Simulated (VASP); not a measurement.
Nb2AsC, 8 atoms in the cell. It takes space group P6_3/mmc (No. 194, hexagonal). Conventional cell: a = 3.357 Å, b = 3.357 Å, c = 11.932 Å, α = 90.00°, β = 90.00°, γ = 120.00°. Around Nb (site symmetry 3m) lie 3 C at 2.24 Å. As (site symmetry -6m2) is surrounded by 6 Nb at 2.68 Å. C (site symmetry -3m) is surrounded by 6 Nb at 2.24 Å. The cell comes from a database or a generator and needn't be the stable form of this composition.

* Program: VASP 6.6.1
* Task: core levels
* Functional: LDA
* Potentials or basis: VASP PAW LDA potentials, release 64 (Nb_sv, As, C)
* Cutoff: 520 eV
* k mesh: 10 × 10 × 3
* Occupations: methfessel-paxton, width 0.1 eV
* Spin: no spin polarisation
* Further INCAR settings: ALGO = Normal; EDIFF = 1e-06

Potentials or basis: VASP PAW LDA potentials, release 64 (Nb_sv, As, C).

Command:

```bash
$ cat potpaw_LDA.64/Nb_sv/POTCAR potpaw_LDA.64/As/POTCAR potpaw_LDA.64/C/POTCAR > POTCAR
$ mpirun -np 4 vasp_std > vasp.out
```

Hardware: 4 MPI ranks on Intel(R) Xeon(R) Platinum 8259CL CPU @ 2.50GHz (Skylake/Cascade Lake), on a shared host.

Q: Estimate the wall time of this run.

A: Wall time 53 s on 4 MPI ranks on Intel(R) Xeon(R) Platinum 8259CL CPU @ 2.50GHz (Skylake/Cascade Lake), on a shared host, peak memory 0.27 GiB a rank. Counts: scf iterations 14, k points 28.
